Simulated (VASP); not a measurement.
Input:

```
CELL_PARAMETERS angstrom
     -2.97157     2.97157     2.97157
      2.97157    -2.97157     2.97157
      2.97157     2.97157    -2.97157
ATOMIC_POSITIONS crystal
  Cs 0.00000 0.00000 0.00000
```

Method: PBEsol GGA, VASP's PBE PAW potentials (set 64) (plane waves; VASP). Settings: 520 eV cut-off, 9×9×9 Γ-centred mesh, first-order Methfessel-Paxton smearing of 0.10 eV, potentials Cs_sv.

Unless said otherwise, spin-orbit coupling is left out, though it shifts the bands of the heavy elements here.

Question: What does the run give for the energy per atom (σ→0), band gap (on the k-mesh) with the smallest direct gap where there is one?

Answer: 
```
Item                                                        Result
------------------------  ----------------------------------------
band gap (on the k-mesh)  none (metal, semimetal or under 0.01 eV)
energy per atom (σ→0)                               -0.943 eV/atom
```

Only differences to runs with the same potentials and settings are physical.

The compound is Cs in the bcc structure. This cell is one point of a volume scan, at 0.97 of the reference volume.
